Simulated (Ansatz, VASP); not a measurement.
## Hf3Si8O22: VASP beside Ansatz

Wanted: the spread between two codes on one cell, functional and k mesh. Of the first pair: The structure shown is the start of the Ansatz relaxation below; VASP solves that cell, so the two are compared at the walk's first step.

Method: plane waves, with VASP 6.6.1 beside it; single point at PBE, in Ansatz 0.2.0.

**1. The structure**

The cell holds 33 atoms: 3 Hf, 8 Si and 22 O. Its edges and angles: a = 7.585 Å, b = 7.585 Å, c = 7.585 Å, α = 90.0°, β = 90.0°, γ = 90.0°.

**2. Ansatz: relaxation, PBE**

Ansatz runs on its PAW soft_1 files.

The two programs are compared at the cell with which this relaxation starts, whose forces are those of its first step.

File input.yaml:

```yaml
crystal:
  lattice:
    - [7.5851266758, 0.0, 0.0]
    - [0.0, 7.5851266758, 0.0]
    - [0.0, 0.0, 7.5851266758]
  atoms:
    - { symbol: Hf, position: [0.074898, 0.074846, 0.196782] }
    - { symbol: Hf, position: [0.447926, 0.965321, 0.407911] }
    - { symbol: Hf, position: [0.09375, 0.648274, 0.127924] }
    - { symbol: Si, position: [0.411371, 0.714852, 0.783022] }
    - { symbol: Si, position: [0.913196, 0.236591, 0.813948] }
    - { symbol: Si, position: [0.68137, 0.536831, 0.242827] }
    - { symbol: Si, position: [0.961847, 0.517716, 0.528861] }
    - { symbol: Si, position: [0.505203, 0.312491, 0.718483] }
    - { symbol: Si, position: [0.893412, 0.927401, 0.583574] }
    - { symbol: Si, position: [0.694306, 0.862439, 0.068834] }
    - { symbol: Si, position: [0.480474, 0.223102, 0.091926] }
    - { symbol: O, position: [0.915086, 0.025314, 0.768481] }
    - { symbol: O, position: [0.090596, 0.512941, 0.362996] }
    - { symbol: O, position: [0.468707, 0.521433, 0.709678] }
    - { symbol: O, position: [0.407335, 0.226295, 0.897516] }
    - { symbol: O, position: [0.705551, 0.279718, 0.793864] }
    - { symbol: O, position: [0.837229, 0.558285, 0.101479] }
    - { symbol: O, position: [0.00103, 0.244448, 0.00278] }
    - { symbol: O, position: [0.357259, 0.847401, 0.634812] }
    - { symbol: O, position: [0.764902, 0.484171, 0.428183] }
    - { symbol: O, position: [0.905134, 0.876432, 0.112769] }
    - { symbol: O, position: [0.627035, 0.063444, 0.119759] }
    - { symbol: O, position: [0.33203, 0.152288, 0.218081] }
    - { symbol: O, position: [0.700099, 0.942738, 0.510163] }
    - { symbol: O, position: [0.004824, 0.043659, 0.449427] }
    - { symbol: O, position: [0.607249, 0.746149, 0.237861] }
    - { symbol: O, position: [0.235729, 0.845953, 0.250261] }
    - { symbol: O, position: [0.947104, 0.718328, 0.594531] }
    - { symbol: O, position: [0.462352, 0.210227, 0.548401] }
    - { symbol: O, position: [0.997202, 0.374263, 0.676058] }
    - { symbol: O, position: [0.545283, 0.407579, 0.160627] }
    - { symbol: O, position: [0.254401, 0.673191, 0.917429] }
    - { symbol: O, position: [0.590012, 0.789601, 0.901627] }
  symmetry: { detect: false }
kpoints:
  mp_grid: { grid: [2, 2, 2] }
scf:
  occupations: { method: fermi_dirac, width: 0.05 }
hamiltonian:
  xc: pbe
  pseudopotentials: { kind: paw, azcp: { folder: soft_1 } }
output:
  forces: true
  stress: true
relax:
  f_tol: 0.04
  max_steps: 150
  escape_saddle: false
  cell: { stress_tol: 0.4, fix: [] }
```

Command:

```bash
> ansatz run input.yaml --threads 4 --pin off --max-ram 16384MiB --backend cpu --events-out ev --progress --plain --runs-dir out
```

Numbers of over 12 decimals in the logs are rounded to 6 here.

The log of the run:

```text
Engine: ansatz 0.2.0, aarch64-unknown-linux-gnu
Pseudopotentials: kind: paw
Pseudopotential: Hf, paw, valence charge 26, recommended cutoff 420 eV (normal), soft_1/Hf.paw.azcp
Pseudopotential: Si, paw, valence charge 4, recommended cutoff 420 eV (normal), soft_1/Si.paw.azcp
Pseudopotential: O, paw, valence charge 6, recommended cutoff 420 eV (normal), soft_1/O.paw.azcp
Functional definition: PBE
  parameter kappa = 0.804
  parameter beta = 0.066725
  exchange = pbe_x(kappa = kappa, mu = beta*pi^2/3)
  correlation = pbe_c(beta = beta)
Crystal: 33 atoms, lattice volume = 436.404 Å³
Basis set: ecut = 420 eV, 8409 PW (Γ), exchange–correlation on 108×108×108 points (8 copies of the dense FFT grid, shifted against one another)
Bands: 154, of which v1, the nominal top of the filled ones, is band 121 counted from 1 (120 counted from 0)
Symmetry: 1 space group operations
k-points: 8
Non-local potential: Hf, projectors of the file, l = 0: 3, l = 1: 2, l = 2: 2, l = 3: 3
Non-local potential: Si, projectors of the file, l = 0: 2, l = 1: 2, l = 2: 1
Non-local potential: O, projectors of the file, l = 0: 2, l = 1: 2, l = 2: 1
PAW form: soft (Blöchl's): semilocal exchange-correlation on the pseudo side does not see the compensation charge
PAW one-centre angular grid: Hf, 590 points (default); XC on 64 Gauss nodes
PAW one-centre angular grid: Si, 110 points (default); XC on 64 Gauss nodes
PAW one-centre angular grid: O, 110 points (default); XC on 64 Gauss nodes
Initial density: superposition of atomic densities (chi_scale 0.1, normalization cell, long waves kept (reshape's long-wave potential 0.96 eV rms))
Initial wavefunctions: pseudopotential atomic-orbital guess
Functional: x = pbe(κ = 0.804, μ = 0.219515), c = pbe(β = 0.066725)
SCF iter   1: F=—  HF=-64818.402239 eV  |F-HF|=—  |Δ(HF+E_count)|=         —  Δρ=1.83e-1  dr2=5.21e2  ethr=3.10e-3  ⟨swp⟩=6.1  Hψ=5049  notcnv=0  defer=39
preconditioner: auto → LDOS  [metal: Δε(μ)=0.049 eV  Ē_g=16.113 eV  σ=0.050 eV  W_gap=0.24  n_scr=92 (ndim 8)  ℏωp=26.2 eV  f_vac=0.060  D(μ)=19.78/eV (n_scr^D=170)  β→1.0]
SCF iter   2: F=—  HF=-64782.238959 eV  |F-HF|=—  |Δ(HF+E_count)|=    3.62e1  Δρ=1.16e-1  dr2=3.55e1  ethr=3.10e-3  ⟨swp⟩=4.4  Hψ=3711  notcnv=0  defer=129
preconditioner: auto → Resta (q_TF=auto, 2.473 Å⁻¹)  ε∞=4.2  [insulator: Δε(μ)=2.186 eV  Ē_g=14.742 eV  σ=0.050 eV  W_gap=1.00  n_scr=92 (ndim 8)  ℏωp=26.4 eV  f_vac=0.140  D(μ)=0.00/eV (n_scr^D=0)  ε∞_Penn≈4.2  β→0.5]
SCF iter   3: F=—  HF=-64775.136744 eV  |F-HF|=—  |Δ(HF+E_count)|=    7.10e0  Δρ=5.01e-2  dr2=8.56e0  ethr=3.10e-3  ⟨swp⟩=4.0  Hψ=3270  notcnv=0  defer=201
SCF iter   4: F=—  HF=-64773.649295 eV  |F-HF|=—  |Δ(HF+E_count)|=    1.49e0  Δρ=1.82e-2  dr2=1.47e0  ethr=3.10e-3  ⟨swp⟩=2.1  Hψ=2256  notcnv=0  defer=223
SCF iter   5: F=—  HF=-64773.435796 eV  |F-HF|=—  |Δ(HF+E_count)|=   2.13e-1  Δρ=7.46e-3  dr2=3.43e-1  ethr=6.08e-4  ⟨swp⟩=3.1  Hψ=2460  notcnv=0  defer=224
SCF iter   6: F=—  HF=-64773.398156 eV  |F-HF|=—  |Δ(HF+E_count)|=   3.76e-2  Δρ=4.03e-3  dr2=9.16e-2  ethr=1.42e-4  ⟨swp⟩=3.9  Hψ=2048  notcnv=0  defer=224
SCF iter   7: F=—  HF=-64773.376642 eV  |F-HF|=—  |Δ(HF+E_count)|=   2.15e-2  Δρ=1.25e-3  dr2=7.58e-3  ethr=3.78e-5  ⟨swp⟩=2.9  Hψ=2074  notcnv=0  defer=224
SCF iter   8: F=—  HF=-64773.378893 eV  |F-HF|=—  |Δ(HF+E_count)|=   2.25e-3  Δρ=6.91e-4  dr2=1.93e-3  ethr=3.13e-6  ⟨swp⟩=2.0  Hψ=2230  notcnv=0  defer=224
SCF iter   9: F=—  HF=-64773.379295 eV  |F-HF|=—  |Δ(HF+E_count)|=   4.01e-4  Δρ=2.23e-4  dr2=2.14e-4  ethr=7.96e-7  ⟨swp⟩=2.0  Hψ=1968  notcnv=0  defer=224
SCF iter  10: F=—  HF=-64773.379356 eV  |F-HF|=—  |Δ(HF+E_count)|=   6.14e-5  Δρ=1.08e-4  dr2=5.39e-5  ethr=8.85e-8  ⟨swp⟩=2.0  Hψ=1976  notcnv=0  defer=224
SCF iter  11: F=—  HF=-64773.380063 eV  |F-HF|=—  |Δ(HF+E_count)|=   7.07e-4  Δρ=5.45e-5  dr2=1.36e-5  ethr=2.23e-8  ⟨swp⟩=2.0  Hψ=2032  notcnv=0  defer=224
SCF iter  12: F=—  HF=-64773.380074 eV  |F-HF|=—  |Δ(HF+E_count)|=   1.06e-5  Δρ=2.12e-5  dr2=2.31e-6  ethr=5.62e-9  ⟨swp⟩=2.0  Hψ=1704  notcnv=0  defer=224
SCF iter  13: F=—  HF=-64773.380076 eV  |F-HF|=—  |Δ(HF+E_count)|=   2.29e-6  Δρ=1.54e-5  dr2=9.41e-7  ethr=9.54e-10  ⟨swp⟩=2.0  Hψ=1865  notcnv=0  defer=224
SCF iter  14: F=-64773.380076 eV  HF=-64773.380076 eV  |F-HF|=5.84e-8  |Δ(HF+E_count)|=   8.83e-8  Δρ=3.96e-6  dr2=8.04e-8  ethr=4.13e-11  ⟨swp⟩=3.2  Hψ=5025  notcnv=0
SCF 1 converged in 14 iterations: F = -64773.380076 eV  dr2 = 8.04e-8
  greatest PAW one-centre occupation: 0.999 electrons in one spin orbital (limit 2), on the Hf atom at site 1 (counted from 0), in its partial waves of l = 0
relax step   1: F+E_penalty+E_count = -64773.38007599 eV  Δ(F+E_penalty+E_count) = +0.000e0 eV  max|allowed force component| = 3.315e0 eV/Å  Δτ_max = 0.0000 Å  P = +3.639 GPa  Ω = 436.404 Å³  (14 SCF iters, dr2 threshold 1.00e-7 eV, accepted)
[...]
relax step  13: F+E_penalty+E_count = -64776.25282339 eV  Δ(F+E_penalty+E_count) = -5.763e-4 eV  max|allowed force component| = 1.867e-2 eV/Å  Δτ_max = 0.0052 Å  P = -0.006 GPa  Ω = 460.830 Å³  energy of the carried Pulay correction = -8.017e-3 eV  (6 SCF iters, dr2 threshold 1.22e-6 eV, accepted)
[...]
relax step  14: F+E_penalty+E_count = -64776.26223448 eV  Δ(F+E_penalty+E_count) = -9.411e-3 eV  max|allowed force component| = 1.907e-2 eV/Å  Δτ_max = 0.0000 Å  P = +0.004 GPa  Ω = 460.830 Å³  stress off target by 7.45e-2 GPa  SCF on the basis re-selected at this cell (its energy is not comparable with the rows above)  (4 SCF iters)
basis re-selected at this cell: Δ(F+E_penalty+E_count) = -9.411e-3 eV, ΔP = +0.010 GPa vs the last step (what re-selecting the basis moved, of the pressure what is left beyond the Pulay correction that the steps carried, after the strain that the cell walked since its last selection, with what the two solves' SCF thresholds leave and, on support functions, any second-order correction that the steps lacked; it is no m [...]
SCF converged after 4 iterations
Free energy (F): -64776.262234 eV
Harris-Foulkes:  -64776.262234 eV  (|F-HF|=1.66e-8)
Internal energy: -64776.262234 eV  (E = F + TS)
E sigma→0 (E₀):  -64776.262234 eV
Fermi energy:    6.256004 eV
--- Per-component energies (eV) ---
  E_band       = -1522.227257
  E_kinetic    = 5322.228099
  E_local      = -40918.720142  (includes V_loc(G=0)·N_el)
  E_nonlocal   = 1515.661229
  E_hartree    = 18449.157993
  E_xc         = -2831.317318
  E_vxc        = -3162.862639  (∫ρ·V_xc dr)
  E_paw        = -30788.369578  (= ΣΔE_a)
  E_vpaw       = -1176.866819  (= ΣTr[D̂ρ^β])
  E_aug_tail   = 0.018224  (compensation charges beyond the density's cutoff)
  E_ewald      = -15524.920743
  E_smearing   = -0.000000  (= −TS)
  E_closure    = -0.000000  (closes the sum)
  Σ components = -64776.262234   (vs F -64776.262234, Δ=0.00e0)
--- Forces (eV/Å), atoms counted from 1 ---
  atom   1  Hf    -0.00203858     0.00086484    -0.00621939
  atom   2  Hf     0.00222600    -0.00644916     0.01906846
  atom   3  Hf    -0.00110864     0.00263454    -0.00090308
  atom   4  Si    -0.00235560     0.00468912    -0.00522144
  atom   5  Si     0.00190848    -0.00174065    -0.00492163
  atom   6  Si    -0.00408773    -0.00579400    -0.00000836
  atom   7  Si    -0.00548222    -0.00024614    -0.00243563
  atom   8  Si    -0.00159211    -0.00093050    -0.00335095
  atom   9  Si    -0.00258456     0.00055342     0.00836413
  atom  10  Si     0.00240462     0.00343171    -0.00454934
  atom  11  Si     0.00516730     0.00443384     0.00071397
  atom  12  O     -0.00041409     0.00153983    -0.00110803
  atom  13  O     -0.00441644    -0.00331143     0.00365158
  atom  14  O     -0.00037088    -0.00212520     0.00101842
  atom  15  O      0.00023801     0.00048618     0.00358524
  atom  16  O      0.00322832    -0.00204870    -0.00008798
  atom  17  O      0.00049390     0.00268298    -0.00314333
  atom  18  O      0.00227532    -0.00154505     0.01212584
  atom  19  O      0.00562181     0.00516151    -0.00936707
  atom  20  O      0.00220539     0.00191178     0.00038056
  atom  21  O     -0.00241799    -0.00305777     0.00309160
  atom  22  O      0.00141766     0.00242236     0.00155304
  atom  23  O     -0.00391522    -0.00141777    -0.00322682
  atom  24  O     -0.00352512     0.00266863    -0.00313331
  atom  25  O      0.00037411     0.00386636    -0.00540307
  atom  26  O      0.00221506    -0.00269981     0.00106022
  atom  27  O      0.00193942     0.00466093     0.00016911
  atom  28  O      0.00213802    -0.00252033    -0.00245515
  atom  29  O      0.00088953    -0.00204803    -0.00214329
  atom  30  O     -0.00079043    -0.00038633     0.00247567
  atom  31  O      0.00011814    -0.00361896    -0.00335909
  atom  32  O     -0.00179194    -0.00057967     0.00211324
  atom  33  O      0.00193682    -0.00142123     0.00173247
  max |Σ_I F_I| component: 9.36e-5 eV/Å
--- Stress (GPa, compression-positive) ---
       -0.031430      -0.003744      -0.022234
       -0.003748      -0.004907       0.039897
       -0.022233       0.039894       0.048937
  P = ⅓ Tr σ = 0.0042 GPa (0.042 kbar)
--- Relaxed structure (12 steps of the walk, 12 accepted, 2 SCFs on fresh bases) ---
  F+E_penalty+E_count = -64776.26223448 eV   max|allowed force component| = 1.907e-2 eV/Å   (the final SCF, on the basis selected at the relaxed cell)
  cell:  # Å, volume = 460.8302 Å³
    - [7.449679, -0.018535, -0.324374]
    - [-0.018535, 7.733820, 0.253971]
    - [-0.324374, 0.253971, 8.020973]
  atoms:
    - { symbol: Hf, position: [0.066850, 0.073669, 0.176476] }
    - { symbol: Hf, position: [0.393367, 0.989408, 0.477935] }
    - { symbol: Hf, position: [0.124424, 0.658237, 0.161206] }
    - { symbol: Si, position: [0.409674, 0.700527, 0.816916] }
    - { symbol: Si, position: [0.909602, 0.248131, 0.780487] }
    - { symbol: Si, position: [0.732018, 0.509023, 0.230001] }
    - { symbol: Si, position: [0.976166, 0.547015, 0.523085] }
    - { symbol: Si, position: [0.479842, 0.314347, 0.742156] }
    - { symbol: Si, position: [0.866251, 0.951054, 0.538170] }
    - { symbol: Si, position: [0.695072, 0.844989, 0.066328] }
    - { symbol: Si, position: [0.484878, 0.199082, 0.100896] }
    - { symbol: O, position: [0.929169, 0.059084, 0.700579] }
    - { symbol: O, position: [0.135001, 0.544700, 0.395631] }
    - { symbol: O, position: [0.442681, 0.521659, 0.727264] }
    - { symbol: O, position: [0.392648, 0.228606, 0.911552] }
    - { symbol: O, position: [0.696139, 0.288951, 0.774127] }
    - { symbol: O, position: [0.902920, 0.515966, 0.117930] }
    - { symbol: O, position: [-0.0047394, 0.216597, -0.028016] }
    - { symbol: O, position: [0.327607, 0.838964, 0.668587] }
    - { symbol: O, position: [0.789419, 0.469759, 0.428489] }
    - { symbol: O, position: [0.922128, 0.859180, 0.082909] }
    - { symbol: O, position: [0.624113, 0.034440, 0.111598] }
    - { symbol: O, position: [0.326027, 0.169591, 0.229942] }
    - { symbol: O, position: [0.648486, 0.948675, 0.493116] }
    - { symbol: O, position: [-0.046910, 0.067401, 0.385002] }
    - { symbol: O, position: [0.637552, 0.702453, 0.211230] }
    - { symbol: O, position: [0.229601, 0.868069, 0.275889] }
    - { symbol: O, position: [0.938691, 0.750369, 0.565348] }
    - { symbol: O, position: [0.394289, 0.212030, 0.584437] }
    - { symbol: O, position: [1.012536, 0.413785, 0.689809] }
    - { symbol: O, position: [0.589681, 0.368064, 0.162766] }
    - { symbol: O, position: [0.282046, 0.664441, 0.971883] }
    - { symbol: O, position: [0.606673, 0.785455, 0.887147] }
```

**3. VASP: single point, PBE, start cell, pair 1**

The same cell, functional, mesh and smearing now go to VASP, with its own data sets.

Lines of VASP's logs that name or quote its potential files are left out, and so is its time.

File INCAR:

```
SYSTEM = Hf3Si8O22
PREC = Accurate
ENCUT = 520
EDIFF = 1E-06
NELM = 120
ISMEAR = -1
SIGMA = 0.05
LREAL = Auto
ALGO = Normal
GGA = PE
NBANDS = 120
LASPH = .TRUE.
LORBIT = 11
LWAVE = .FALSE.
LCHARG = .FALSE.
ISIF = 2
GGA_COMPAT = .FALSE.
EFERMI = MIDGAP
KPAR = 4
```

File POSCAR:

```
Hf3Si8O22
1.0
    7.5851270000      0.0000000000      0.0000000000
    0.0000000000      7.5851270000      0.0000000000
    0.0000000000      0.0000000000      7.5851270000
Hf Si O
3 8 22
Direct
    0.0748980208      0.0748459452      0.1967819392
    0.4479259213      0.9653209498      0.4079110343
    0.0937500453      0.6482739182      0.1279240282
    0.4113709632      0.7148519728      0.7830219586
    0.9131959162      0.2365910287      0.8139480064
    0.6813700021      0.5368309588      0.2428270482
    0.9618469144      0.5177159196      0.5288610197
    0.5052030111      0.3124910104      0.7184830261
    0.8934119363      0.9274009519      0.5835740127
    0.6943059754      0.8624389545      0.0688340485
    0.4804739591      0.2231019995      0.0919259493
    0.9150859307      0.0253140125      0.7684810024
    0.0905959782      0.5129409171      0.3629960316
    0.4687069841      0.5214329305      0.7096780318
    0.4073350387      0.2262949585      0.8975160205
    0.7055510079      0.2797179269      0.7938639656
    0.8372289614      0.5582849173      0.1014789864
    0.0010300421      0.2444479835      0.0027800457
    0.3572590149      0.8474009730      0.6348119155
    0.7649020247      0.4841709308      0.4281829428
    0.9051339549      0.8764319965      0.1127689754
    0.6270349857      0.0634440267      0.1197589704
    0.3320300372      0.1522880237      0.2180809893
    0.7000990227      0.9427379397      0.5101629808
    0.0048240458      0.0436589921      0.4494270168
    0.6072490283      0.7461490098      0.2378610141
    0.2357289469      0.8459530078      0.2502609383
    0.9471039839      0.7183279858      0.5945309815
    0.4623519158      0.2102269349      0.5484009694
    0.9972018926      0.3742629491      0.6760580278
    0.5452830256      0.4075789370      0.1606269743
    0.2544010140      0.6731909696      0.9174289369
    0.5900120064      0.7896010179      0.9016269602
```

File KPOINTS:

```
Automatic mesh
0
Gamma
2 2 2
0 0 0
```

The projector-augmented-wave data sets are Hf_pv, Si and O (PBE family, release 64).

Command:

```bash
> mpirun -np 4 vasp_std
```

The log of the run:

```text
[banner, memory and clock lines left out]
running    4 mpi-ranks, on    1 nodes
[...]
LDA part: xc-table for (Slater+PW92), standard interpolation
 POSCAR, INCAR and KPOINTS ok, starting setup
[...]
entering main loop
       N       E                     dE             d eps       ncg     rms          rms(c)
DAV:   1     0.133306492226E+04    0.13331E+04   -0.10458E+05  1920   0.152E+03
DAV:   2    -0.212189687265E+03   -0.15453E+04   -0.15025E+04  2376   0.375E+02
DAV:   3    -0.318968597073E+03   -0.10678E+03   -0.10620E+03  2176   0.101E+02
DAV:   4    -0.320892048894E+03   -0.19235E+01   -0.19173E+01  2352   0.142E+01
[...]
DAV:  16    -0.274156235047E+03   -0.59433E-05   -0.26642E-05  2016   0.183E-02    0.108E-02
DAV:  17    -0.274156238581E+03   -0.35342E-05   -0.52459E-06  1824   0.824E-03    0.117E-02
DAV:  18    -0.274156238694E+03   -0.11225E-06   -0.11415E-06  1440   0.507E-03
   1 F= -.27415624E+03 E0= -.27415624E+03  d E =-.982238E-15
```

From OUTCAR (step 3):

```text
  Total        8.5730719      7.5482539      9.1401469      3.0398740      3.1275714     -7.9927815
  in kB       31.4744740     27.7120408     33.5563864     11.1603444     11.4823093    -29.3440431
  external PRESSURE =      30.9143004 kB  Pullay stress =       0.0000000 kB

 POSITION                                       TOTAL-FORCE (eV/Angst)
 -----------------------------------------------------------------------------------
      0.56811      0.56772      1.49262        -0.193933     -0.726083      1.727954
      3.39757      7.32208      3.09406         1.755000     -0.028635      3.392922
      0.71111      4.91724      0.97032        -0.624785      0.144650      0.735474
      3.12030      5.42224      5.93932         1.914368     -1.122531      1.406419
      6.92671      1.79457      6.17390        -1.889957     -0.453198     -1.067015
      5.16828      4.07193      1.84187         2.163155      1.864154      0.391670
      7.29573      3.92694      4.01148        -1.852646      0.861937     -1.634098
      3.83203      2.37028      5.44979         1.149700      0.296830      2.120811
      6.77664      7.03445      4.42648        -0.687405     -1.390133     -0.361986
      5.26640      6.54171      0.52211        -1.112979     -0.582818      0.382313
      3.64446      1.69226      0.69727         1.371374     -0.812381     -1.596034
      6.94104      0.19201      5.82903         0.956781     -0.011260      1.166296
      0.68718      3.89072      2.75337         1.787060     -0.135430     -2.013922
      3.55520      3.95513      5.38300         0.066362      0.304696     -0.495972
[...]
-----------------------------------------------------------------------------------
    total drift:                                0.018515      0.003460      0.013331

  FREE ENERGIE OF THE ION-ELECTRON SYSTEM (eV)
  ---------------------------------------------------
  free  energy   TOTEN  =      -274.1562386935 eV

  energy  without entropy=     -274.1562386935  energy(sigma->0) =     -274.15623869

[... 3 further parts left out ...]
[key lines of the parts left out:]
E-fermi :   3.6360
```

The run ends at a pressure of 3.09 GPa, with forces up to 4.0 eV/Å.

**4. Differences**

Known differences besides the potentials themselves: the data sets hold 242 valence electrons in Ansatz (on its PAW soft_1 files) and 194 in VASP; the cutoff is 420 eV in Ansatz and 520 eV in VASP (PREC = Accurate, projectors in real space). Total energies have different zeros and are not compared.

Forces on 8 of the 33 atoms, those with the largest forces and the largest differences (eV/Å; atoms numbered as in POSCAR):

| atom | Ansatz x, y, z | VASP x, y, z |
| --- | --- | --- |
| Hf2 | 1.760, -0.067, 3.315 | 1.755, -0.029, 3.393 |
| Si6 | 2.256, 1.883, 0.378 | 2.163, 1.864, 0.392 |
| O19 | -0.051, 1.334, -2.487 | -0.005, 1.443, -2.673 |
| O23 | -1.998, -0.008, 1.624 | -2.150, -0.150, 1.718 |
| O24 | -2.979, -0.108, -1.054 | -3.187, -0.096, -1.141 |
| O25 | 1.911, 1.625, -2.819 | 1.984, 1.661, -3.005 |
| O29 | -1.133, -2.141, -2.724 | -1.154, -2.305, -2.857 |
| O32 | -1.703, -0.330, 1.663 | -1.840, -0.356, 1.842 |

The forces differ by 73 meV/Å r.m.s., which is 5.6 % of the r.m.s. force of 1.303 eV/Å (both taken over all components).

(Part 1 of 2 ends here.)

[Lines on the potential files, build, host, timing and source positions are cut from VASP's logs without a mark.]

[Logs are printed without paths, hosts, clocks, repeated set-up lines and the standing remarks that a program may print on its own settings, such as how far it seeks lower states.]

[Hosts, paths, dates, database ids (printed as entryN), source tags and the programs' standing remarks are cut or masked in the printed files.]
